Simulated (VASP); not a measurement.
Input for VASP

### INCAR
```
! general
SYSTEM = Ca2Si
PREC   = Accurate
ENCUT  = 400   ! plane-wave cut-off (eV)
LREAL  = .False.
LASPH  = .True.

! electronic loop
EDIFF  = 1E-7   ! SCF stop (eV)
NELM   = 100   ! most electronic steps
ALGO   = Normal   ! blocked Davidson

! smearing
ISMEAR = -5   ! tetrahedra, Bloechl

! functional
GGA    = PS   ! PBEsol

! ions
ISIF   = 2   ! forces and stress, cell fixed

! output
LWAVE  = .False.
LCHARG = .True.
LORBIT = 11   ! lm-projected
NEDOS  = 601

! other
LEFG   = .True.
```

File KPOINTS:
```
Automatic mesh
0
Gamma
6 6 6
0 0 0
```

### POSCAR
```
Ca2Si
3.5460720
  0.0000000000   0.9999999696   0.9999999696
  0.9999999696   0.0000000000   0.9999999696
  0.9999999696   0.9999999696   0.0000000000
Ca Si
2 1
Cart
  1.4999999544   1.4999999544   1.4999999544
  0.4999999848   0.4999999848   0.4999999848
  0.0000000000   0.0000000000   0.0000000000
```

POTCAR, in this order: Ca_sv Si (PBE.64 set). Program: vasp_std.

Problem. Translate this PBEsol calculation to Quantum ESPRESSO's pw.x.

Solution. One equivalent input (not run):
```
&CONTROL
  calculation = 'scf'
  pseudo_dir = './pseudo'
  outdir = './out'
  tprnfor = .true.
  tstress = .true.
/
&SYSTEM
  ibrav = 0
  nat = 3
  ntyp = 2
  ecutwfc = 68
  occupations = 'tetrahedra'
  input_dft = 'pbesol'
/
&ELECTRONS
  conv_thr = 7.3e-09
  electron_maxstep = 100
/
ATOMIC_SPECIES
  Ca 40.078 Ca.upf
  Si 28.085 Si.upf
CELL_PARAMETERS angstrom
     0.0000000    3.5460719    3.5460719
     3.5460719    0.0000000    3.5460719
     3.5460719    3.5460719    0.0000000
ATOMIC_POSITIONS crystal
  Ca   0.7500000  0.7500000  0.7500000
  Ca   0.2500000  0.2500000  0.2500000
  Si   0.0000000  0.0000000  0.0000000
K_POINTS automatic
  6 6 6 0 0 0
```
Limits of the translation: the potentials are each code's own (VASP's PAW set, PseudoDojo norm-conserving files in pw.x), so ENCUT and ecutwfc are chosen apart and not converted; conv_thr bounds pw.x's estimated SCF error, while EDIFF bounds the energy change between steps; the field gradients of LEFG aren't asked of the other code.

The structure comes from a computed database's Ca2Si entry (Fm-3m); how it stands against other phases isn't given here. It was relaxed first.
